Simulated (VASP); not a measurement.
Runs of VASP 6.6.1 on F2InH. The cell holds a molecule in a box, 4 atoms: a = 13.000 Å, b = 12.000 Å, c = 11.000 Å, α = 90.00°, β = 90.00°, γ = 90.00°. 

```tsv
task	level	potentials or basis	cell	cutoff (eV)	grid for exact exchange (PRECFOCK)	exchange at q = 0	gap on the mesh (eV)	largest force (eV/Å)
single point	PBE	VASP PAW PBE potentials, release 64 (F, In_d, H)	as given	520	-	-	5.46	0.73
single point	revPBE+D4	VASP PAW PBE potentials, release 64 (F, In_d, H)	as given	520	-	-	5.50	(a)
atomic charges	PBE+TS	VASP PAW PBE potentials, release 64 (F, In_d, H)	as given	520	-	-	5.46	0.73
single point	PBE	VASP PAW PBE potentials, release 64 (F, In_d, H)	atoms moved at random, drawn with an rms of 0.05 Å	520	-	-	5.33	0.98
relaxation of the atoms	PBE	VASP PAW PBE potentials, release 64 (F, In_d, H)	atoms relaxed from: atoms moved at random, drawn with an rms of 0.02 Å	520	-	-	5.27	0.02
electron localisation function	PBE	VASP PAW PBE potentials, release 64 (F, In_d, H)	as given	520	-	-	5.46	0.73
single point	B3LYP+D3(BJ)	VASP PAW PBE potentials, release 64 (F_s, In_d, H_s)	as given	400	Fast	truncated	7.45	0.68
```

Alike in all rows: no spin polarisation; k mesh 1 × 1 × 1; smearing gaussian 0.01 eV.

Problem. Fill in the values left out.

Solution. (a) 0.89.

Caveats: spin-orbit coupling is left out, which moves the levels of the heavy elements; the PAW data sets were made with another functional, which shifts forces and pressure a little (some runs).

A k mesh can miss the band edges, and the runs leave out spin-orbit coupling on In.
